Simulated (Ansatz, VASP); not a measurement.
# Ti9Al44O84 (glassy 29TiO2-71Al2O3 (mol %)): VASP beside Ansatz

One calculation is typed for both programs; each brings its own data sets. How far apart do they land? The cell is taken from a series of runs on this material, whose earlier steps may have relaxed, scaled, displaced or heated it; both programs get it as it stands.

Program: Ansatz 0.2.0. Level of theory: plane waves, with VASP 6.6.1 beside it; PBE. Results are calculated unless marked as measured.

### Step 1. The structure

The cell holds 137 atoms: 9 Ti, 44 Al and 84 O. Cell: a = 11.513 Å, b = 11.513 Å, c = 11.513 Å, α = 90.0°, β = 90.0°, γ = 90.0°. As first built, before any earlier steps moved the atoms or strained the cell (in the runner's words): 137 atoms (9 Ti, 44 Al, 84 O) placed at random at 3.12 g/cm^3, melted at 4000 K for 10 ps at fixed volume with the Morse and Coulomb pair potential with partial charges (Pedone, Malavasi, Menziani, Cormack and Segre, J. Phys. Chem. B 110, 11780 (2006)). Quenched from 4000 K to 300 K at 300 K/ps and fixed volume, held 10 ps at zero pressure.

### Step 2. Ansatz: single point, PBE

Ansatz runs on its default PAW (the set named soft_2) files.

With cell and atoms fixed, the geometry can't cause a difference; cores, projectors, grids and the points listed under the comparison can.

The input, input.yaml:

```yaml
crystal:
  lattice:
    - [11.5133, 0.0, 0.0]
    - [0.0, 11.5133, 0.0]
    - [0.0, 0.0, 11.5133]
  atoms:
    - { symbol: Ti, position: [0.46225, 0.16591, 0.71364] }
    - { symbol: Ti, position: [0.07453, 0.07984, 0.13007] }
    - { symbol: Ti, position: [0.12946, 0.84055, 0.45776] }
    - { symbol: Ti, position: [0.63302, 0.33701, 0.2415] }
    - { symbol: Ti, position: [0.65625, 0.8154, 0.77732] }
    - { symbol: Ti, position: [0.9671, 0.55286, 0.03583] }
    - { symbol: Ti, position: [0.77369, 0.89527, 0.14337] }
    - { symbol: Ti, position: [0.25049, 0.10764, 0.52824] }
    - { symbol: Ti, position: [0.88852, 0.0115, 0.5511] }
    - { symbol: Al, position: [0.45224, 0.52451, 0.06444] }
    - { symbol: Al, position: [0.47922, 0.01566, 0.3888] }
    - { symbol: Al, position: [0.87008, 0.21316, 0.92272] }
    - { symbol: Al, position: [0.71389, 0.09484, 0.77032] }
    - { symbol: Al, position: [0.2002, 0.24192, 0.30456] }
    - { symbol: Al, position: [0.19058, 0.41333, 0.47505] }
    - { symbol: Al, position: [0.86488, 0.63762, 0.67581] }
    - { symbol: Al, position: [0.98166, 0.73213, 0.2328] }
    - { symbol: Al, position: [0.22702, 0.26069, 0.98823] }
    - { symbol: Al, position: [0.60932, 0.29536, 0.94211] }
    - { symbol: Al, position: [0.71198, 0.46081, 0.54253] }
    - { symbol: Al, position: [0.8799, 0.92011, 0.87068] }
    - { symbol: Al, position: [0.0806, 0.07688, 0.83543] }
    - { symbol: Al, position: [0.83679, 0.80344, 0.41486] }
    - { symbol: Al, position: [0.19268, 0.46801, 0.18606] }
    - { symbol: Al, position: [0.32714, 0.70014, 0.29981] }
    - { symbol: Al, position: [0.57869, 0.07398, 0.15406] }
    - { symbol: Al, position: [0.56663, 0.7184, 0.03486] }
    - { symbol: Al, position: [0.21286, 0.60594, 0.9113] }
    - { symbol: Al, position: [0.5924, 0.22879, 0.48282] }
    - { symbol: Al, position: [0.39928, 0.39296, 0.34007] }
[... 101 atom lines left out ...]
    - { symbol: O, position: [0.45734, 0.6426, 0.34736] }
    - { symbol: O, position: [0.95439, 0.94111, 0.68516] }
    - { symbol: O, position: [0.50328, 0.25337, 0.83306] }
    - { symbol: O, position: [0.88555, 0.3167, 0.80706] }
    - { symbol: O, position: [0.58082, 0.52796, 0.51719] }
    - { symbol: O, position: [0.79461, 0.7398, 0.75337] }
kpoints:
  mp_grid: { grid: [1, 1, 1] }
hamiltonian:
  xc: pbe
scf:
  occupations: { method: gaussian, width: 0.025 }
output:
  forces: true
  stress: true
  populations: true
  dos:
    method: { smearing: { sigma: 0.08 } }
    de: 0.1
    projected: { site_lists: { Al: [Al], O: [O], Ti: [Ti] } }
  eigenvalues: true
  write_density: true
  write_potential: true
  volumetric_format: npy
```

On the command line:

```console
$ ansatz run input.yaml --threads 4 --pin off --max-ram 8192MiB --backend cpu --events-out ev --progress --plain --runs-dir out
```

Numbers of over 12 decimals in the logs are rounded to 6 here.

Output:

```text
Engine: ansatz 0.2.0, x86_64-unknown-linux-gnu
Pseudopotentials: kind: paw
Pseudopotential: Ti, paw, valence charge 12, recommended cutoff 420 eV (normal), Ti.paw.azcp
Pseudopotential: Al, paw, valence charge 3, recommended cutoff 420 eV (normal), Al.paw.azcp
Pseudopotential: O, paw, valence charge 6, recommended cutoff 420 eV (normal), O.paw.azcp
Functional definition: PBE
  parameter kappa = 0.804
  parameter beta = 0.066725
  exchange = pbe_x(kappa = kappa, mu = beta*pi^2/3)
  correlation = pbe_c(beta = beta)
Crystal: 137 atoms, lattice volume = 1526.158 Å³
Basis set: ecut = 420 eV, 29855 PW (Γ), exchange–correlation on 160×160×160 points (8 copies of the dense FFT grid, shifted against one another)
Bands: 509, of which v1, the nominal top of the filled ones, is band 372 counted from 1 (371 counted from 0)
Symmetry: 1 space group operations
Space group: P1 (ITA 1), of the structure as read, at distance tolerance 1.2e-4 Å
k-points: 1
Non-local potential: Ti, projectors of the file, l = 0: 3, l = 1: 2, l = 2: 3, l = 3: 1
Non-local potential: Al, projectors of the file, l = 0: 2, l = 1: 2, l = 2: 1
Non-local potential: O, projectors of the file, l = 0: 2, l = 1: 2, l = 2: 1
PAW form: soft (Blöchl's): semilocal exchange-correlation on the pseudo side does not see the compensation charge
PAW one-centre angular grid: Ti, 590 points (default); XC on 64 Gauss nodes
PAW one-centre angular grid: Al, 110 points (default); XC on 64 Gauss nodes
PAW one-centre angular grid: O, 110 points (default); XC on 64 Gauss nodes
Initial density: superposition of atomic densities (neutral atoms: chi_scale 0, normalization atom), corrected by the library's trained network
Initial wavefunctions: pseudopotential atomic-orbital guess
Functional: x = pbe(κ = 0.804, μ = 0.219515), c = pbe(β = 0.066725)
SCF iter   1: F=—  HF=-93983.271162 eV  |F-HF|=—  |Δ(HF+E_count)|=         —  Δρ=3.58e-3  dr2=2.50e-1  ethr=1.77e-3  ⟨swp⟩=6.0  Hψ=2207  notcnv=0  defer=29
preconditioner: auto → Resta (q_TF=auto, 2.420 Å⁻¹)  ε∞=4.1  [insulator: Δε(μ)=2.523 eV  Ē_g=13.886 eV  σ=0.025 eV  W_gap=1.00  n_scr=364 (ndim 8)  ℏωp=24.6 eV  f_vac=0.044  D(μ)=0.00/eV (n_scr^D=0)  ε∞_Penn≈4.1]
SCF iter   2: F=—  HF=-93983.236959 eV  |F-HF|=—  |Δ(HF+E_count)|=   3.42e-2  Δρ=1.83e-3  dr2=5.28e-2  ethr=3.36e-5  ⟨swp⟩=2.0  Hψ=847  notcnv=0  defer=129
SCF iter   3: F=—  HF=-93983.236534 eV  |F-HF|=—  |Δ(HF+E_count)|=   4.25e-4  Δρ=9.35e-4  dr2=2.11e-2  ethr=7.09e-6  ⟨swp⟩=3.0  Hψ=665  notcnv=0  defer=129
SCF iter   4: F=—  HF=-93983.235207 eV  |F-HF|=—  |Δ(HF+E_count)|=   1.33e-3  Δρ=4.82e-4  dr2=4.71e-3  ethr=2.83e-6  ⟨swp⟩=3.0  Hψ=736  notcnv=0  defer=129
SCF iter   5: F=—  HF=-93983.234579 eV  |F-HF|=—  |Δ(HF+E_count)|=   6.28e-4  Δρ=1.97e-4  dr2=6.15e-4  ethr=6.32e-7  ⟨swp⟩=3.0  Hψ=734  notcnv=0  defer=129
SCF iter   6: F=—  HF=-93983.234661 eV  |F-HF|=—  |Δ(HF+E_count)|=   8.23e-5  Δρ=1.02e-4  dr2=1.50e-4  ethr=8.27e-8  ⟨swp⟩=2.0  Hψ=733  notcnv=0  defer=129
SCF iter   7: F=—  HF=-93983.234677 eV  |F-HF|=—  |Δ(HF+E_count)|=   1.54e-5  Δρ=3.75e-5  dr2=2.42e-5  ethr=2.01e-8  ⟨swp⟩=2.0  Hψ=743  notcnv=0  defer=129
SCF iter   8: F=—  HF=-93983.234782 eV  |F-HF|=—  |Δ(HF+E_count)|=   1.05e-4  Δρ=2.05e-5  dr2=6.70e-6  ethr=3.26e-9  ⟨swp⟩=2.0  Hψ=881  notcnv=0  defer=129
SCF iter   9: F=—  HF=-93983.234784 eV  |F-HF|=—  |Δ(HF+E_count)|=   2.32e-6  Δρ=9.71e-6  dr2=1.52e-6  ethr=9.00e-10  ⟨swp⟩=2.0  Hψ=752  notcnv=0  defer=129
SCF iter  10: F=—  HF=-93983.234785 eV  |F-HF|=—  |Δ(HF+E_count)|=   6.78e-7  Δρ=4.65e-6  dr2=3.94e-7  ethr=2.04e-10  ⟨swp⟩=2.0  Hψ=743  notcnv=0  defer=129
SCF iter  11: F=-93983.234785 eV  HF=-93983.234785 eV  |F-HF|=1.99e-8  |Δ(HF+E_count)|=   1.31e-7  Δρ=1.84e-6  dr2=5.21e-8  ethr=1.34e-11  ⟨swp⟩=15.0  Hψ=4218  notcnv=0
SCF 1 converged in 11 iterations: F = -93983.234785 eV  dr2 = 5.21e-8
  greatest PAW one-centre occupation: 0.999 electrons in one spin orbital (limit 2), on the Ti atom at site 5 (counted from 0), in its partial waves of l = 0
SCF converged after 11 iterations
Free energy (F): -93983.234785 eV
Harris-Foulkes:  -93983.234785 eV  (|F-HF|=1.99e-8)
Internal energy: -93983.234785 eV  (E = F + TS)
E sigma→0 (E₀):  -93983.234785 eV
Fermi energy:    6.958085 eV
--- Per-component energies (eV) ---
  E_band       = -3109.869193
  E_kinetic    = 18600.477540
  E_local      = -48808.506664  (includes V_loc(G=0)·N_el)
  E_nonlocal   = 4510.379418
  E_hartree    = 18877.962086
  E_xc         = -8932.054313
  E_vxc        = -10421.132492  (∫ρ·V_xc dr)
  E_paw        = -43323.031983  (= ΣΔE_a)
  E_vpaw       = -4747.219357  (= ΣTr[D̂ρ^β])
  E_aug_tail   = 0.212624  (compensation charges beyond the density's cutoff)
  E_ewald      = -34908.673493
  E_smearing   = -0.000000  (= −TS)
  E_closure    = 0.000000  (closes the sum)
  Σ components = -93983.234785   (vs F -93983.234785, Δ=0.00e0)
--- Forces (eV/Å), atoms counted from 1 ---
[...]
atom 129  O      0.67573780     0.52504526    -0.02992236
  atom 130  O      0.87916651     0.04605728    -0.08065279
  atom 131  O      0.09013098     0.25076694    -0.01241906
  atom 132  O     -0.96200822     0.43859817    -0.32636445
  atom 133  O     -1.13431712     1.35861384     0.17667225
  atom 134  O     -0.57396510     1.40673163     0.20894671
  atom 135  O      0.36659207     0.56652626     0.42803239
  atom 136  O     -0.43844244     0.41392061    -0.35378637
  atom 137  O     -0.54443207     0.70670652     1.57718434
  max |Σ_I F_I| component: 7.86e-5 eV/Å
--- Stress (GPa, compression-positive) ---
       13.616537       2.237410      -0.118992
        2.237412       8.918059       0.031587
       -0.118986       0.031590      11.171464
  P = ⅓ Tr σ = 11.2354 GPa (112.354 kbar)
--- Band table (eV) ---
  k-point 0: bands = [... 368 lower, 5.4516, 5.5691, 5.6837, 5.7411, 8.1751, 8.6998, 8.7918, 8.8575, ... 133 higher]
--- Löwdin populations: 137 sites ---
  site symbol       q [e]
     0     Ti     10.5961
     1     Ti     10.5333
     2     Ti     10.5363
     3     Ti     10.5652
     4     Ti     10.5880
     5     Ti     10.5558
     6     Ti     10.5843
     7     Ti     10.6529
     8     Ti     10.4811
     9     Al      1.6615
    10     Al      1.6453
    11     Al      1.6467
    12     Al      1.6833
    13     Al      1.6678
    14     Al      1.6346
    15     Al      1.6759
    16     Al      1.6543
    17     Al      1.6433
    18     Al      1.6822
    19     Al      1.5860
    20     Al      1.6985
    21     Al      1.6454
    22     Al      1.7046
    23     Al      1.6689
[...]
129      O      6.8370
   130      O      6.8652
   131      O      6.8722
   132      O      6.7442
   133      O      6.6523
   134      O      6.8689
   135      O      6.8496
   136      O      6.7208
  spilling = 0.007108 (of n_electrons = 744.000000)
```

### Step 3. VASP: single point, PBE

The same cell, functional, mesh and smearing now go to VASP, with its own data sets.

Lines of VASP's logs that name or quote its potential files are left out, and so is its time.

The input, INCAR:

```
SYSTEM = Ti9Al44O84
PREC = Accurate
ENCUT = 600
EDIFF = 1E-06
NELM = 120
ISMEAR = 0
SIGMA = 0.025
LREAL = Auto
ALGO = Normal
GGA = PE
NBANDS = 467
LASPH = .TRUE.
LORBIT = 11
LWAVE = .FALSE.
LCHARG = .FALSE.
ISIF = 2
GGA_COMPAT = .FALSE.
EFERMI = MIDGAP
```

The input, POSCAR:

```
Ti9Al44O84
1.0
   11.5133000000      0.0000000000      0.0000000000
    0.0000000000     11.5133000000      0.0000000000
    0.0000000000      0.0000000000     11.5133000000
Ti Al O
9 44 84
Direct
    0.4622500000      0.1659100000      0.7136400000
    0.0745300000      0.0798400000      0.1300700000
    0.1294600000      0.8405500000      0.4577600000
    0.6330200000      0.3370100000      0.2415000000
    0.6562500000      0.8154000000      0.7773200000
    0.9671000000      0.5528600000      0.0358300000
    0.7736900000      0.8952700000      0.1433700000
    0.2504900000      0.1076400000      0.5282400000
    0.8885200000      0.0115000000      0.5511000000
    0.4522400000      0.5245100000      0.0644400000
    0.4792200000      0.0156600000      0.3888000000
    0.8700800000      0.2131600000      0.9227200000
    0.7138900000      0.0948400000      0.7703200000
    0.2002000000      0.2419200000      0.3045600000
    0.1905800000      0.4133300000      0.4750500000
    0.8648800000      0.6376200000      0.6758100000
    0.9816600000      0.7321300000      0.2328000000
    0.2270200000      0.2606900000      0.9882300000
    0.6093200000      0.2953600000      0.9421100000
    0.7119800000      0.4608100000      0.5425300000
    0.8799000000      0.9201100000      0.8706800000
    0.0806000000      0.0768800000      0.8354300000
    0.8367900000      0.8034400000      0.4148600000
    0.1926800000      0.4680100000      0.1860600000
    0.3271400000      0.7001400000      0.2998100000
    0.5786900000      0.0739800000      0.1540600000
    0.5666300000      0.7184000000      0.0348600000
    0.2128600000      0.6059400000      0.9113000000
    0.5924000000      0.2287900000      0.4828200000
    0.3992800000      0.3929600000      0.3400700000
[... 101 atom lines left out ...]
    0.4573400000      0.6426000000      0.3473600000
    0.9543900000      0.9411100000      0.6851600000
    0.5032800000      0.2533700000      0.8330600000
    0.8855500000      0.3167000000      0.8070600000
    0.5808200000      0.5279600000      0.5171900000
    0.7946100000      0.7398000000      0.7533700000
```

The input, KPOINTS:

```
Automatic mesh
0
Gamma
1 1 1
0 0 0
```

Potentials, in the order of the species: Ti_sv, Al and O (PBE family, release 64).

On the command line:

```console
$ export OMP_NUM_THREADS=3
$ mpirun -np 1 vasp_gam
```

Output:

```text
[banner, memory and clock lines left out]
running    1 mpi-ranks, on    1 nodes
[...]
Offloading initialized ...    1 GPUs detected
[...]
LDA part: xc-table for (Slater+PW92), standard interpolation
 POSCAR, INCAR and KPOINTS ok, starting setup
[...]
entering main loop
       N       E                     dE             d eps       ncg     rms          rms(c)
DAV:   1     0.977308552598E+04    0.97731E+04   -0.46005E+05   934   0.188E+03
DAV:   2     0.256550709624E+03   -0.95165E+04   -0.88936E+04  1078   0.482E+02
DAV:   3    -0.114123824626E+04   -0.13978E+04   -0.13733E+04  1049   0.195E+02
DAV:   4    -0.123088713043E+04   -0.89649E+02   -0.89241E+02  1324   0.504E+01
[...]
DAV:  18    -0.103401846584E+04   -0.43224E-05   -0.41444E-05  1308   0.174E-02    0.101E-02
DAV:  19    -0.103401846699E+04   -0.11526E-05   -0.16784E-05  1196   0.928E-03    0.758E-03
DAV:  20    -0.103401846663E+04    0.36246E-06   -0.23148E-06   708   0.409E-03
   1 F= -.10340185E+04 E0= -.10340185E+04  d E =0.000000E+00
```

OUTCAR, selected parts (step 3):

```text
  FREE ENERGIE OF THE ION-ELECTRON SYSTEM (eV)
  ---------------------------------------------------
  free  energy   TOTEN  =     -1034.0184666321 eV

  energy  without entropy=    -1034.0184666321  energy(sigma->0) =    -1034.01846663

[... 1 further part left out ...]
```

This run has no spin polarisation, so a moment on Ti, if there is one, isn't seen.

### Step 4. Comparison

Known differences besides the potentials themselves: the cutoff is 420 eV in Ansatz and 600 eV in VASP (PREC = Accurate, projectors in real space). Total energies have different zeros and are not compared.

The two programs side by side:

| quantity | Ansatz | VASP | difference |
| --- | --- | --- | --- |
| pressure (GPa) | 11.24 | 11.17 | +0.07 |
| gap on the k mesh (eV) | 2.434 | 2.404 | +0.031 |

Forces on 10 of the 137 atoms, those with the largest forces and the largest differences (eV/Å; atoms numbered as in POSCAR):

```csv
atom,"Ansatz x, y, z","VASP x, y, z"
Ti1,"0.952, 0.565, -2.281","0.879, 0.525, -2.317"
Ti6,"0.841, -1.609, -2.363","0.823, -1.618, -2.387"
Al37,"3.402, -0.160, -0.803","3.449, -0.183, -0.802"
Al52,"0.839, -2.510, -1.249","0.841, -2.539, -1.266"
O55,"0.979, -1.201, -2.142","0.989, -1.254, -2.144"
O74,"-2.246, -0.256, -1.668","-2.253, -0.273, -1.717"
O80,"1.419, 2.143, 0.846","1.459, 2.205, 0.854"
O114,"-1.941, 1.978, 1.628","-1.928, 2.005, 1.670"
O119,"-0.242, 0.070, 1.309","-0.311, 0.029, 1.295"
O134,"-0.574, 1.407, 0.209","-0.551, 1.460, 0.280"
```

The forces differ by 23 meV/Å r.m.s., which is 2.4 % of the r.m.s. force of 0.938 eV/Å (both taken over all components). A gap on the mesh is an upper bound, since the band edges may lie between its points.

### Step 5. Results

| Property | Result |
| --- | --- |
| r.m.s. force difference (single point, PBE) | 2.4 % of the r.m.s. force |

The r.m.s. force difference is 2.4 % of the r.m.s. force (single point, PBE), within the 3 % picked in this series as the mark of a large difference. Such differences can come from data sets, numerical settings and the points named under the comparisons, not from the functional's error against experiment.

[Lines on the potential files, build, host, timing and source positions are cut from VASP's logs without a mark.]

[Logs are printed without paths, hosts, clocks, repeated set-up lines and the standing remarks that a program may print on its own settings, such as how far it seeks lower states.]

[Hosts, paths, dates, database ids (printed as entryN), source tags and the programs' standing remarks are cut or masked in the printed files.]
